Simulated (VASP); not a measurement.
These are PBE GGA, VASP's PBE PAW potentials (set 64) (plane waves; VASP) values and carry that method's errors.

VASP ran on this input.

File POSCAR:
```
C
1
    1.2343700318    -2.1379911123    -0.0000000000
    1.2343700318     2.1379911123     0.0000000000
    0.0000000000    -0.0000000000     7.6631056863
C
4
Direct
  1.0000000000   0.0000000000   0.2500000000
  1.0000000000   0.0000000000   0.7500000000
  0.3333330000   0.6666670000   0.2500000000
  0.6666670000   0.3333330000   0.7500000000
```

KPOINTS:
```
Automatic mesh
0
Gamma
13 13 4
0 0 0
```

INCAR:
```
SYSTEM = C
PREC = Accurate
ENCUT = 520
EDIFF = 1E-6
NELM = 100
ALGO = Normal
LREAL = .FALSE.
LASPH = .TRUE.
ISMEAR = 1
SIGMA = 0.1
GGA = PE
LWAVE = .FALSE.
LCHARG = .FALSE.
IBRION = 2
ISIF = 3
NSW = 60
EDIFFG = -0.02
```

POTCAR, in this order: C (PBE.64 set). Program: vasp_std.

What VASP printed:

### OSZICAR
```
...
DAV:   8    -0.369023925884E+02   -0.10822E-01   -0.67931E-02  1748   0.181E+00    0.119E-01
DAV:   9    -0.369023357055E+02    0.56883E-04   -0.14198E-03  1904   0.305E-01    0.710E-02
DAV:  10    -0.369026836205E+02   -0.34792E-03   -0.46808E-04  1768   0.177E-01    0.330E-02
DAV:  11    -0.369026856223E+02   -0.20018E-05   -0.74581E-06  2032   0.228E-02    0.324E-03
DAV:  12    -0.369026872110E+02   -0.15887E-05   -0.12558E-06  1724   0.102E-02    0.335E-03
DAV:  13    -0.369026871325E+02    0.78555E-07   -0.14364E-07  1308   0.359E-03
   1 F= -.36902687E+02 E0= -.36902750E+02  d E =-.369027E+02
       N       E                     dE             d eps       ncg     rms          rms(c)
DAV:   1    -0.369034110849E+02   -0.72387E-03   -0.33816E-02  1568   0.163E+00    0.107E-01
DAV:   2    -0.369029501215E+02    0.46096E-03   -0.65856E-04  1840   0.202E-01    0.662E-02
DAV:   3    -0.369027115264E+02    0.23860E-03   -0.69599E-04  1852   0.182E-01    0.159E-02
DAV:   4    -0.369027108018E+02    0.72458E-06   -0.27013E-05  1736   0.395E-02    0.665E-03
DAV:   5    -0.369027107175E+02    0.84301E-07   -0.19111E-06  1384   0.130E-02
   2 F= -.36902711E+02 E0= -.36902773E+02  d E =-.235850E-04
       N       E                     dE             d eps       ncg     rms          rms(c)
DAV:   1    -0.369030083611E+02   -0.29756E-03   -0.78640E-03  1552   0.785E-01    0.523E-02
DAV:   2    -0.369028984702E+02    0.10989E-03   -0.15397E-04  1820   0.978E-02    0.323E-02
DAV:   3    -0.369028405784E+02    0.57892E-04   -0.16190E-04  1832   0.881E-02    0.771E-03
DAV:   4    -0.369028406893E+02   -0.11091E-06   -0.63423E-06  1712   0.192E-02
   3 F= -.36902841E+02 E0= -.36902903E+02  d E =-.153557E-03
       N       E                     dE             d eps       ncg     rms          rms(c)
DAV:   1    -0.369039388013E+02   -0.10982E-02   -0.27319E-02  1524   0.135E+00    0.110E-01
DAV:   2    -0.369033920756E+02    0.54673E-03   -0.69813E-04  1568   0.205E-01    0.594E-02
DAV:   3    -0.369031554531E+02    0.23662E-03   -0.75086E-04  1724   0.187E-01    0.171E-02
DAV:   4    -0.369031565096E+02   -0.10565E-05   -0.14907E-05  1728   0.314E-02    0.173E-02
DAV:   5    -0.369031579659E+02   -0.14563E-05   -0.83088E-07  1212   0.757E-03    0.144E-02
DAV:   6    -0.369031752703E+02   -0.17304E-04   -0.80738E-05  1616   0.737E-02    0.616E-02
DAV:   7    -0.369031604448E+02    0.14825E-04   -0.15246E-05  1592   0.325E-02    0.239E-02
DAV:   8    -0.369031559092E+02    0.45356E-05   -0.43759E-06  1660   0.174E-02    0.451E-03
DAV:   9    -0.369031551193E+02    0.78992E-06   -0.45812E-07   892   0.572E-03
   4 F= -.36903155E+02 E0= -.36903218E+02  d E =-.314430E-03
       N       E                     dE             d eps       ncg     rms          rms(c)
DAV:   1    -0.369074290118E+02   -0.42731E-02   -0.12563E-01  1520   0.290E+00    0.236E-01
DAV:   2    -0.369048916704E+02    0.25373E-02   -0.32147E-03  1516   0.439E-01    0.128E-01
DAV:   3    -0.369037916909E+02    0.11000E-02   -0.35022E-03  1696   0.404E-01    0.368E-02
DAV:   4    -0.369037966906E+02   -0.49997E-05   -0.69262E-05  1732   0.678E-02    0.374E-02
DAV:   5    -0.369037996938E+02   -0.30032E-05   -0.38846E-06  1860   0.155E-02    0.338E-02
DAV:   6    -0.369039697746E+02   -0.17008E-03   -0.87516E-04  1612   0.245E-01    0.232E-01
DAV:   7    -0.369038120346E+02    0.15774E-03   -0.30122E-04  1564   0.144E-01    0.624E-02
DAV:   8    -0.369037953870E+02    0.16648E-04   -0.28733E-05  1684   0.457E-02    0.143E-02
DAV:   9    -0.369037966130E+02   -0.12260E-05   -0.48473E-07  1180   0.741E-03    0.187E-02
DAV:  10    -0.369037932769E+02    0.33361E-05   -0.30089E-06  1600   0.139E-02    0.351E-03
DAV:  11    -0.369037928756E+02    0.40126E-06   -0.14037E-07   908   0.339E-03
   5 F= -.36903793E+02 E0= -.36903856E+02  d E =-.952186E-03
       N       E                     dE             d eps       ncg     rms          rms(c)
DAV:   1    -0.369192858840E+02   -0.15493E-01   -0.49474E-01  1520   0.575E+00    0.466E-01
DAV:   2    -0.369092777779E+02    0.10008E-01   -0.12644E-02  1524   0.873E-01    0.254E-01
DAV:   3    -0.369048974818E+02    0.43803E-02   -0.13995E-02  1692   0.807E-01    0.743E-02
DAV:   4    -0.369049193744E+02   -0.21893E-04   -0.28057E-04  1740   0.136E-01    0.774E-02
DAV:   5    -0.369049124300E+02    0.69444E-05   -0.44858E-06  1788   0.185E-02    0.751E-02
DAV:   6    -0.369048863229E+02    0.26107E-04   -0.36862E-05  1592   0.661E-02    0.124E-01
DAV:   7    -0.369049274712E+02   -0.41148E-04   -0.72386E-05  1644   0.673E-02    0.198E-01
DAV:   8    -0.369049342631E+02   -0.67919E-05   -0.32362E-06  1676   0.161E-02    0.212E-01
DAV:   9    -0.369049326796E+02    0.15835E-05   -0.95752E-07  1132   0.988E-03    0.201E-01
DAV:  10    -0.369048997187E+02    0.32961E-04   -0.11937E-04  1664   0.948E-02    0.822E-02
DAV:  11    -0.369048994147E+02    0.30400E-06   -0.18620E-05  1828   0.378E-02    0.370E-02
DAV:  12    -0.369049013494E+02   -0.19346E-05   -0.37371E-06  1700   0.168E-02    0.153E-02
DAV:  13    -0.369049028741E+02   -0.15247E-05   -0.12777E-06  1280   0.100E-02    0.299E-03
DAV:  14    -0.369049036068E+02   -0.73270E-06   -0.41164E-07   944   0.612E-03
   6 F= -.36904904E+02 E0= -.36904967E+02  d E =-.206292E-02
       N       E                     dE             d eps       ncg     rms          rms(c)
DAV:   1    -0.369627937575E+02   -0.57891E-01   -0.19222E+00  1540   0.113E+01    0.916E-01
DAV:   2    -0.369238726131E+02    0.38921E-01   -0.49035E-02  1536   0.172E+00    0.502E-01
DAV:   3    -0.369064633303E+02    0.17409E-01   -0.56331E-02  1676   0.161E+00    0.152E-01
DAV:   4    -0.369065582965E+02   -0.94966E-04   -0.11527E-03  1732   0.274E-01    0.162E-01
DAV:   5    -0.369064897497E+02    0.68547E-04   -0.14915E-04  1660   0.103E-01    0.127E-01
DAV:   6    -0.369064546014E+02    0.35148E-04   -0.10346E-04  1620   0.109E-01    0.117E-01
DAV:   7    -0.369064807299E+02   -0.26128E-04   -0.15409E-05  1880   0.283E-02    0.127E-01
DAV:   8    -0.369064889393E+02   -0.82094E-05   -0.16280E-06  1292   0.108E-02    0.136E-01
DAV:   9    -0.369064898625E+02   -0.92322E-06   -0.29495E-07   972   0.529E-03
   7 F= -.36906490E+02 E0= -.36906556E+02  d E =-.364917E-02
       N       E                     dE             d eps       ncg     rms          rms(c)
DAV:   1    -0.369172386276E+02   -0.10750E-01   -0.35946E-01  1540   0.494E+00    0.477E-01
DAV:   2    -0.369091691384E+02    0.80695E-02   -0.98217E-03  1536   0.761E-01    0.256E-01
DAV:   3    -0.369058958710E+02    0.32733E-02   -0.10686E-02  1660   0.713E-01    0.595E-02
DAV:   4    -0.369059001043E+02   -0.42333E-05   -0.21670E-04  1732   0.118E-01    0.407E-02
DAV:   5    -0.369058968053E+02    0.32990E-05   -0.27657E-05  1672   0.537E-02    0.400E-03
DAV:   6    -0.369058992227E+02   -0.24174E-05   -0.34022E-06  1708   0.159E-02    0.759E-03
DAV:   7    -0.369058994152E+02   -0.19245E-06   -0.31501E-06  1656   0.127E-02
   8 F= -.36905899E+02 E0= -.36905964E+02  d E =-.305873E-02
       N       E                     dE             d eps       ncg     rms          rms(c)
DAV:   1    -0.369089346722E+02   -0.30354E-02   -0.92990E-02  1532   0.250E+00    0.203E-01
DAV:   2    -0.369070449940E+02    0.18897E-02   -0.23571E-03  1532   0.377E-01    0.110E-01
DAV:   3    -0.369062164051E+02    0.82859E-03   -0.26192E-03  1656   0.350E-01    0.325E-02
DAV:   4    -0.369062204792E+02   -0.40741E-05   -0.52229E-05  1748   0.594E-02    0.343E-02
DAV:   5    -0.369062145125E+02    0.59667E-05   -0.13434E-05  1600   0.314E-02    0.248E-02
DAV:   6    -0.369062114775E+02    0.30350E-05   -0.60862E-06  1668   0.190E-02    0.295E-02
DAV:   7    -0.369062133739E+02   -0.18964E-05   -0.28305E-06  1648   0.126E-02    0.396E-02
DAV:   8    -0.369062134128E+02   -0.38901E-07   -0.22192E-07   892   0.449E-03
   9 F= -.36906213E+02 E0= -.36906279E+02  d E =-.337272E-02
```

File OUTCAR:
```
------------------------ aborting loop because EDIFF is reached ----------------------------------------
  FORCE on cell =-STRESS in cart. coord.  units (eV):
  Direction    XX          YY          ZZ          XY          YZ          ZX
  --------------------------------------------------------------------------------------
  Total       -0.0235320     -0.0235320      0.0167546      0.0000000      0.0000000      0.0000000
  in kB       -0.9026504     -0.9026500      0.6426780      0.0000000      0.0000000      0.0000000
  external PRESSURE =      -0.3875408 kB  Pullay stress =       0.0000000 kB
  volume of cell :       41.77
      direct lattice vectors                 reciprocal lattice vectors
     1.233947747 -2.137259694 -0.000000000     0.405203544 -0.233944430  0.000000000
     1.233947747  2.137259694 -0.000000000     0.405203544  0.233944430  0.000000000
    -0.000000000 -0.000000000  7.918924809     0.000000000  0.000000000  0.126279770
 POSITION                                       TOTAL-FORCE (eV/Angst)
 -----------------------------------------------------------------------------------
     -0.00000     -0.00000      1.97973        -0.000000      0.000000     -0.000000
     -0.00000     -0.00000      5.93919        -0.000000     -0.000000      0.000000
      1.23395      0.71242      1.97973         0.000000     -0.000000      0.000000
      1.23395     -0.71242      5.93919         0.000000      0.000000      0.000000
 -----------------------------------------------------------------------------------
    total drift:                               -0.000000     -0.000000      0.000000
  FREE ENERGIE OF THE ION-ELECTRON SYSTEM (eV)
  ---------------------------------------------------
  free  energy   TOTEN  =       -36.9062134128 eV

  energy  without entropy=      -36.9064095249  energy(sigma->0) =      -36.90627878

 reached required accuracy - stopping structural energy minimisation
```
(Selected blocks of OUTCAR.)

### CONTCAR
```
C
   1.00000000000000
     1.2339477470338209   -2.1372596941593089   -0.0000000000000000
     1.2339477470338209    2.1372596941593089   -0.0000000000000000
    -0.0000000000000000   -0.0000000000000000    7.9189248092615694
  C
     4
Direct
     0.0000000000000000    0.0000000000000000    0.2500000000000000
     0.0000000000000000    0.0000000000000000    0.7500000000000000
     0.3333330000000032    0.6666669999999968    0.2500000000000000
     0.6666669999999968    0.3333330000000032    0.7500000000000000
```

Energy and stress use the plane-wave basis of the starting cell. Without a dispersion term in the relaxation, distances and binding between the weakly bound layers, chains or molecules are unreliable, and so is what depends on them.

The compound is C in the graphite structure. This run relaxes it. Symmetry was kept, so distortions that lower it aren't found. The start is the result of an earlier pass.
